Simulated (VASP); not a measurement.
Level of theory: PBE GGA, VASP's PBE PAW potentials (set 64) (plane waves; VASP).

Input for VASP

KPOINTS:
```
Regular mesh
0
Gamma
 13 13 7
```

**POSCAR**
```
Ti
1.0
  1.4750000000  -2.5547750000   0.0000000000
  1.4750000000   2.5547750000   0.0000000000
  0.0000000000   0.0000000000   4.6800000000
Ti
2
Cart
  1.4750000000   0.8515933699   1.1700000000
  1.4750000000  -0.8515933698   3.5100000000
```

**INCAR**
```
SYSTEM = Ti
PREC = Accurate
ENCUT = 520
EDIFF = 1E-6
NELM = 100
ALGO = Normal
LREAL = .FALSE.
LASPH = .TRUE.
ISMEAR = 1
SIGMA = 0.1
GGA = PE
LMAXMIX = 4
LWAVE = .FALSE.
LCHARG = .FALSE.
IBRION = 2
ISIF = 3
NSW = 60
EDIFFG = -0.01
```

POTCAR, in this order: Ti_sv (PBE.64 set). Program: vasp_std.

Output of the run:

OUTCAR:
```
 ion  position               nearest neighbor table
   1  0.333  0.667  0.250-   2 2.89   2 2.89   2 2.89   2 2.89   2 2.89   2 2.89
   2  0.667  0.333  0.750-   1 2.89   1 2.89   1 2.89   1 2.89   1 2.89   1 2.89
  LATTYP: Found a hexagonal cell.
 ALAT       =     2.9500000510
 C/A-ratio  =     1.5864406506
 Subroutine PRICEL returns:
 Original cell was already a primitive cell.
 Subroutine GETGRP returns: Found 24 space group operations
The static configuration has the point symmetry D_3d.
 The point group associated with its full space group is D_6h.
The dynamic configuration has the point symmetry D_3d.
 Subroutine INISYM returns: Found 24 space group operations
 Subroutine IBZKPT returns following result:
 Found     84 irreducible k-points:

 Following reciprocal coordinates:
            Coordinates               Weight
  0.000000  0.000000  0.000000      1.000000
  0.076923  0.000000  0.000000      6.000000
  0.153846  0.000000  0.000000      6.000000
  0.230769  0.000000  0.000000      6.000000
  0.307692  0.000000  0.000000      6.000000
  0.384615  0.000000  0.000000      6.000000
  0.461538 -0.000000  0.000000      6.000000
...
```

OSZICAR:
```
       N       E                     dE             d eps       ncg     rms          rms(c)
DAV:   1     0.246136532244E+03    0.24614E+03   -0.13637E+04  2688   0.186E+03
DAV:   2     0.104274057931E+02   -0.23571E+03   -0.23437E+03  2800   0.491E+02
DAV:   3    -0.166013540459E+02   -0.27029E+02   -0.26820E+02  5304   0.136E+02
DAV:   4    -0.177347013137E+02   -0.11333E+01   -0.11333E+01  2760   0.292E+01
DAV:   5    -0.178003534906E+02   -0.65652E-01   -0.65649E-01  4512   0.482E+00    0.117E+01
DAV:   6    -0.156644453535E+02    0.21359E+01   -0.81738E+00  3184   0.331E+01    0.292E+00
DAV:   7    -0.156505975270E+02    0.13848E-01   -0.80644E-01  4048   0.761E+00    0.203E+00
DAV:   8    -0.156770930481E+02   -0.26496E-01   -0.22174E-01  3184   0.626E+00    0.691E-01
DAV:   9    -0.156676803108E+02    0.94127E-02   -0.56449E-02  3248   0.267E+00    0.626E-02
DAV:  10    -0.156678728749E+02   -0.19256E-03   -0.22498E-03  4224   0.386E-01    0.857E-02
DAV:  11    -0.156679315345E+02   -0.58660E-04   -0.20713E-04  3104   0.121E-01    0.252E-02
DAV:  12    -0.156679215026E+02    0.10032E-04   -0.38005E-05  3984   0.507E-02    0.934E-03
DAV:  13    -0.156679230285E+02   -0.15258E-05   -0.92446E-07  2104   0.107E-02    0.348E-03
DAV:  14    -0.156679240270E+02   -0.99850E-06   -0.45617E-07  1696   0.880E-03
   1 F= -.15667924E+02 E0= -.15667915E+02  d E =-.156679E+02
       N       E                     dE             d eps       ncg     rms          rms(c)
DAV:   1    -0.159405379941E+02   -0.27261E+00   -0.66234E+00  3728   0.352E+01    0.443E+00
DAV:   2    -0.156683794258E+02    0.27216E+00   -0.13112E+00  3928   0.136E+01    0.127E+00
DAV:   3    -0.156575622138E+02    0.10817E-01   -0.17914E-01  3864   0.282E+00    0.430E-01
DAV:   4    -0.156634966281E+02   -0.59344E-02   -0.37003E-02  3520   0.142E+00    0.142E-01
DAV:   5    -0.156673434199E+02   -0.38468E-02   -0.84483E-03  3424   0.684E-01    0.225E-01
DAV:   6    -0.156691151474E+02   -0.17717E-02   -0.43934E-03  3808   0.468E-01    0.637E-02
DAV:   7    -0.156693107694E+02   -0.19562E-03   -0.40607E-04  3784   0.152E-01    0.183E-02
DAV:   8    -0.156693513579E+02   -0.40588E-04   -0.10216E-04  3832   0.580E-02    0.278E-03
DAV:   9    -0.156693535692E+02   -0.22113E-05   -0.33887E-06  2488   0.151E-02    0.236E-03
DAV:  10    -0.156693542803E+02   -0.71111E-06   -0.46726E-07  1592   0.622E-03
   2 F= -.15669354E+02 E0= -.15669261E+02  d E =-.143025E-02
       N       E                     dE             d eps       ncg     rms          rms(c)
DAV:   1    -0.157205320930E+02   -0.51179E-01   -0.12014E+00  3752   0.153E+01    0.189E+00
DAV:   2    -0.156707648399E+02    0.49767E-01   -0.25377E-01  3984   0.589E+00    0.522E-01
DAV:   3    -0.156688972839E+02    0.18676E-02   -0.30128E-02  3752   0.115E+00    0.164E-01
DAV:   4    -0.156699931058E+02   -0.10958E-02   -0.58689E-03  3760   0.537E-01    0.706E-02
DAV:   5    -0.156708865411E+02   -0.89344E-03   -0.20241E-03  3368   0.309E-01    0.986E-02
DAV:   6    -0.156710737840E+02   -0.18724E-03   -0.63763E-04  4024   0.209E-01    0.314E-02
DAV:   7    -0.156711139931E+02   -0.40209E-04   -0.95398E-05  3464   0.798E-02    0.322E-03
DAV:   8    -0.156711152860E+02   -0.12929E-05   -0.12115E-05  4200   0.214E-02    0.211E-03
DAV:   9    -0.156711147322E+02    0.55379E-06   -0.27012E-07  1536   0.535E-03
   3 F= -.15671115E+02 E0= -.15671053E+02  d E =-.319071E-02
```

### OUTCAR
```
------------------------ aborting loop because EDIFF is reached ----------------------------------------
  FORCE on cell =-STRESS in cart. coord.  units (eV):
  Direction    XX          YY          ZZ          XY          YZ          ZX
  --------------------------------------------------------------------------------------
  Total        0.0055955      0.0055955     -0.0133743      0.0000000      0.0000000      0.0000000
  in kB        0.2583341      0.2583341     -0.6174732      0.0000000      0.0000000      0.0000000
  external PRESSURE =      -0.0336017 kB  Pullay stress =       0.0000000 kB
  volume of cell :       34.70
      direct lattice vectors                 reciprocal lattice vectors
     1.467422754 -2.541650824  0.000000000     0.340733438 -0.196722538  0.000000000
     1.467422754  2.541650824  0.000000000     0.340733438  0.196722538  0.000000000
    -0.000000000  0.000000000  4.652247598    -0.000000000  0.000000000  0.214949866
 POSITION                                       TOTAL-FORCE (eV/Angst)
 -----------------------------------------------------------------------------------
      1.46742      0.84722      1.16306         0.000000     -0.000000      0.000000
      1.46742     -0.84722      3.48919        -0.000000      0.000000      0.000000
 -----------------------------------------------------------------------------------
    total drift:                                0.000183      0.001063     -0.000018
  FREE ENERGIE OF THE ION-ELECTRON SYSTEM (eV)
  ---------------------------------------------------
  free  energy   TOTEN  =       -15.6711147322 eV

  energy  without entropy=      -15.6709291252  energy(sigma->0) =      -15.67105286

 reached required accuracy - stopping structural energy minimisation
```
(Selected blocks of OUTCAR.)

CONTCAR:
```
Ti
   1.00000000000000
     1.4674227538327527   -2.5416508237501301    0.0000000000000000
     1.4674227538327527    2.5416508237501301    0.0000000000000000
    -0.0000000000000000    0.0000000000000000    4.6522475983467260
  Ti
     2
Direct
     0.3333330000000032    0.6666669999999968    0.2500000000000000
     0.6666669999999968    0.3333330000000032    0.7500000000000000
```

The compound is Ti in the hcp structure. This run relaxes it. Symmetry was kept, so distortions that lower it aren't found.
